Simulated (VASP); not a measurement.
Consider the following.

```
CELL_PARAMETERS angstrom
     -1.60821     1.60821     1.60821
      1.60821    -1.60821     1.60821
      1.60821     1.60821    -1.60821
ATOMIC_POSITIONS crystal
  Al 0.00000 0.00000 0.00000
```

Method: PBEsol GGA, VASP's PBE PAW potentials (set 64) (plane waves; VASP). Numerical set-up: 400 eV cut-off, Gaussian smearing of 0.050 eV, potentials Al.

Task: Give the energies of bands 1 to 4 at the high-symmetry points, in eV from the Fermi level.

Result: 
| band | Γ | H | N | P |
|---|---|---|---|---|
| 1 | -11.10 | 1.82 | -4.32 | -1.00 |
| 2 | 13.16 | 1.82 | -3.88 | -1.00 |
| 3 | 13.16 | 1.82 | 8.06 | -1.00 |
| 4 | 13.16 | 2.96 | 8.21 | 0.32 |

It has no gap at this level: it comes out as a metal or semimetal.

The structure was generated: Al was put into the bcc type (Im-3m), which need not be its known phase. It was relaxed first.
